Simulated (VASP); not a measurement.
These are optB86b-vdW, VASP's PBE PAW potentials (set 64) (plane waves; VASP 6.6.1) values and carry that method's errors.

VASP input:

File POSCAR:
```
Hf
1
    1.5950000000    -2.7626210000     0.0000000000
    1.5950000000     2.7626210000     0.0000000000
    0.0000000000     0.0000000000     5.0500000000
Hf
2
Direct
  0.3333330000   0.6666670000   0.2500000000
  0.6666670000   0.3333330000   0.7500000000
```

File KPOINTS:
```
Automatic mesh
0
Gamma
12 12 7
0 0 0
```

**INCAR**
```
! general
SYSTEM    =  Hf
PREC      =  Accurate
ENCUT     =  520
LREAL     =  F
LASPH     =  T

! electronic loop
EDIFF     =  1E-6
NELM      =  100
ALGO      =  Normal
LMAXMIX   =  6

! smearing
ISMEAR    =  1
SIGMA     =  0.1

! functional
GGA       =  MK
LUSE_VDW  =  T
AGGAC     =  0.0
PARAM1    =  0.1234
PARAM2    =  1.0

! ions
IBRION    =  2
NSW       =  60
ISIF      =  3
EDIFFG    =  -0.01

! output
LWAVE     =  F
LCHARG    =  F
```

POTCAR, in this order: Hf_pv (PBE.64 set). Program: vasp_std.

The run wrote:

OSZICAR:
```
       N       E                     dE             d eps       ncg     rms          rms(c)
DAV:   1     0.529286207258E+02    0.52929E+02   -0.11770E+04  2144   0.136E+03
DAV:   2    -0.137902489186E+02   -0.66719E+02   -0.65544E+02  2686   0.273E+02
DAV:   3    -0.158979407078E+02   -0.21077E+01   -0.20571E+01  2884   0.313E+01
DAV:   4    -0.159175354921E+02   -0.19595E-01   -0.19590E-01  2440   0.378E+00
DAV:   5    -0.159178753288E+02   -0.33984E-03   -0.33982E-03  2968   0.388E-01    0.654E+01
DAV:   6    -0.154202145567E+02    0.49766E+00   -0.47417E-01  2260   0.533E+00    0.386E+01
DAV:   7    -0.152455235465E+02    0.17469E+00   -0.78906E-01  2292   0.660E+00    0.203E+00
DAV:   8    -0.152367550435E+02    0.87685E-02   -0.51097E-02  2350   0.174E+00    0.150E-01
DAV:   9    -0.152368585682E+02   -0.10352E-03   -0.10751E-03  3004   0.263E-01    0.198E-01
DAV:  10    -0.152368483784E+02    0.10190E-04   -0.73329E-05  2358   0.693E-02    0.314E-01
DAV:  11    -0.152368475310E+02    0.84747E-06   -0.87977E-06  2770   0.228E-02
   1 F= -.15236848E+02 E0= -.15236769E+02  d E =-.152368E+02
       N       E                     dE             d eps       ncg     rms          rms(c)
DAV:   1    -0.153414545939E+02   -0.10461E+00   -0.26748E+00  2128   0.144E+01    0.385E+00
DAV:   2    -0.152619916222E+02    0.79463E-01   -0.15756E-01  2164   0.337E+00    0.105E+00
DAV:   3    -0.152376104977E+02    0.24381E-01   -0.48584E-02  2212   0.172E+00    0.562E-01
DAV:   4    -0.152350663778E+02    0.25441E-02   -0.58286E-03  2490   0.612E-01    0.456E-01
DAV:   5    -0.152348509761E+02    0.21540E-03   -0.60699E-04  2662   0.147E-01    0.761E-02
DAV:   6    -0.152348566557E+02   -0.56796E-05   -0.18820E-05  2794   0.307E-02    0.304E-02
DAV:   7    -0.152348557479E+02    0.90785E-06   -0.53579E-07  1652   0.572E-03
   2 F= -.15234856E+02 E0= -.15234648E+02  d E =0.199178E-02
       N       E                     dE             d eps       ncg     rms          rms(c)
DAV:   1    -0.152726935865E+02   -0.37837E-01   -0.80002E-01  2128   0.786E+00    0.218E+00
DAV:   2    -0.152489637713E+02    0.23730E-01   -0.48919E-02  2182   0.186E+00    0.576E-01
DAV:   3    -0.152418048873E+02    0.71589E-02   -0.13542E-02  2218   0.894E-01    0.283E-01
DAV:   4    -0.152409120921E+02    0.89280E-03   -0.20764E-03  2422   0.361E-01    0.223E-01
DAV:   5    -0.152408461661E+02    0.65926E-04   -0.17609E-04  2710   0.788E-02    0.410E-02
DAV:   6    -0.152408463176E+02   -0.15151E-06   -0.57842E-06  2602   0.173E-02
   3 F= -.15240846E+02 E0= -.15240697E+02  d E =-.399879E-02
       N       E                     dE             d eps       ncg     rms          rms(c)
DAV:   1    -0.152408530025E+02   -0.68364E-05   -0.21502E-04  2200   0.129E-01    0.329E-02
DAV:   2    -0.152408464410E+02    0.65615E-05   -0.13398E-05  2260   0.307E-02    0.953E-03
DAV:   3    -0.152408444921E+02    0.19489E-05   -0.37444E-06  2168   0.150E-02    0.428E-03
DAV:   4    -0.152408443096E+02    0.18252E-06   -0.53596E-07  1190   0.623E-03
   4 F= -.15240844E+02 E0= -.15240694E+02  d E =-.399678E-02
```

OUTCAR:
```
------------------------ aborting loop because EDIFF is reached ----------------------------------------
  FORCE on cell =-STRESS in cart. coord.  units (eV):
  Direction    XX          YY          ZZ          XY          YZ          ZX
  --------------------------------------------------------------------------------------
  Total        0.0178690      0.0178690     -0.0091922      0.0000000      0.0000000     -0.0000000
  in kB        0.6538975      0.6538975     -0.3363798      0.0000000      0.0000000     -0.0000000
  external PRESSURE =       0.3238050 kB  Pullay stress =       0.0000000 kB
  volume of cell :       43.78
      direct lattice vectors                 reciprocal lattice vectors
     1.586772493 -2.748370541 -0.000000000     0.315105034 -0.181925979  0.000000000
     1.586772493  2.748370541 -0.000000000     0.315105034  0.181925979  0.000000000
     0.000000000  0.000000000  5.019750842     0.000000000  0.000000000  0.199213075
 POSITION                                       TOTAL-FORCE (eV/Angst)
 -----------------------------------------------------------------------------------
      1.58677      0.91613      1.25494        -0.000000     -0.000000      0.000000
      1.58677     -0.91613      3.76481         0.000000      0.000000      0.000000
 -----------------------------------------------------------------------------------
    total drift:                               -0.000005      0.000180     -0.000016
  FREE ENERGIE OF THE ION-ELECTRON SYSTEM (eV)
  ---------------------------------------------------
  free  energy   TOTEN  =       -15.2408443096 eV

  energy  without entropy=      -15.2403918855  energy(sigma->0) =      -15.24069350

 reached required accuracy - stopping structural energy minimisation
```
(Selected blocks of OUTCAR.)

File CONTCAR:
```
Hf
   1.00000000000000
     1.5867724934375640   -2.7483705412034221   -0.0000000000000000
     1.5867724934375640    2.7483705412034221   -0.0000000000000000
     0.0000000000000000    0.0000000000000000    5.0197508420542682
  Hf
     2
Direct
     0.3333330000000032    0.6666669999999968    0.2500000000000000
     0.6666669999999968    0.3333330000000032    0.7500000000000000
```

**OUTCAR**
```
 val. band max:        4.9823922423   @ k =   0.0000   0.0000   0.4286

 cond. band min:       4.9919235783   @ k =   0.3333   0.3333   0.2857


 Fermi energy:         4.9886174065

 k-point     1 :       0.0000    0.0000    0.0000
  band No.  band energies     occupation
      1     -26.0861      2.00000
      2     -25.2880      2.00000
      3     -25.2880      2.00000
      4     -25.1535      2.00000
      5     -25.1511      2.00000
      6     -25.1511      2.00000
      7      -2.4608      2.00000
      8       1.2026      2.00000
      9       5.7508     -0.00000
     10       6.1440     -0.00000
     11       6.1440     -0.00000
     12       6.4343     -0.00000
     13       6.9881     -0.00000
     14       6.9881     -0.00000

 k-point     2 :       0.0833    0.0000    0.0000
  band No.  band energies     occupation
      1     -26.0668      2.00000
      2     -25.3293      2.00000
      3     -25.3018      2.00000
      4     -25.1947      2.00000
      5     -25.1623      2.00000
      6     -25.1566      2.00000
      7      -2.2452      2.00000
      8       1.4145      2.00000
      9       5.4503     -0.00000
     10       5.6359     -0.00000
     11       6.3470     -0.00000
     12       6.7276     -0.00000
     13       6.8525     -0.00000
     14       7.1806      0.00000

 k-point     3 :       0.1667    0.0000    0.0000
  band No.  band energies     occupation
      1     -26.0116      2.00000
      2     -25.4420      2.00000
      3     -25.3384      2.00000
      4     -25.3105      2.00000
      5     -25.1891      2.00000
      6     -25.1726      2.00000
      7      -1.6311      2.00000
      8       1.9769      2.00000
      9       4.7341      2.00189
     10       4.9293      1.83396
     11       6.2131     -0.00000
     12       6.9101     -0.00000
     13       6.9446     -0.00000
     14       6.9830     -0.00000

 k-point     4 :       0.2500    0.0000    0.0000
  band No.  band energies     occupation
...
```

Unless said otherwise, spin-orbit coupling is left out, though it shifts the bands of the heavy elements here.

The compound is Hf in the hcp structure. This run relaxes it. Symmetry was kept, so distortions that lower it aren't found.
